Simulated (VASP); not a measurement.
## Ga: relaxation of cell and atoms with PBE

Ga:

```
Ga
1.0
     2.32262   -3.86679    0.00000
     2.32262    3.86679    0.00000
     0.00000    0.00000    4.54071
Ga
4
Cartesian
  2.3226 -2.6578 0.3782
  2.3226 -1.2090 2.6486
  2.3226 2.6578 4.1625
  2.3226 1.2090 1.8921
```

```yaml
Program: VASP 6.6.1
Task: relaxation of cell and atoms
Functional: PBE
Potentials_or_basis: VASP PAW PBE potentials, release 64 (Ga_d)
Cutoff: 520 eV
k_mesh: 9 × 9 × 8
Occupations: gaussian, width 0.1 eV
Spin: no spin polarisation
Further_INCAR_settings: ALGO = Normal; EDIFF = 1e-07; IBRION = 2; POTIM = 0.3; EDIFFG = -0.005; NSW = 60; ISIF = 3
```

```
Relaxed volume                         : 20.39 Å³/atom
Relaxed cell                           : a = 4.510 Å, b = 4.510 Å, c = 4.541 Å, α = 90.00°, β = 90.00°, γ = 118.01°
Space group after relaxing (to 0.05 Å) : Cmce (No. 64)
Energy gained by relaxing              : 0.0 meV/atom
Ionic steps                            : 2
Pressure after relaxing                : 0.0 GPa
Largest force after relaxing           : 0.004 eV/Å
Band gap on the k mesh                 : none (metal or under the smearing width)
```

Forces on the atoms (eV/Å):
```
Ga   0.000  0.000  0.004
Ga   0.000  0.000  0.004
Ga   0.000  0.000 -0.004
Ga   0.000  0.000 -0.004
```

Final structure:
```xyz
4
Lattice="2.3227 -3.8662 0.0000 2.3227 3.8662 0.0000 0.0000 0.0000 4.5406" Properties=species:S:1:pos:R:3 pbc="T T T"
Ga    2.3227   -2.6574    0.3783
Ga    2.3227   -1.2088    2.6486
Ga    2.3227    2.6574    4.1623
Ga    2.3227    1.2088    1.8920
```

Levels at points of the mesh, in eV from the Fermi level:
```csv
k point,band 24,band 25,band 26,band 27,band 28,band 29
"(0.00, 0.00, 0.00)",-2.02,-1.62,-0.51,0.94,1.03,1.13
"(0.00, 0.00, 0.50)",-0.44,0.08,0.08,0.15,0.15,2.20
```

Wall time 4.8 min on 1 thread of Intel(R) Xeon(R) Platinum 8259CL CPU @ 2.50GHz (Skylake/Cascade Lake), on a shared host, peak memory 0.36 GiB.
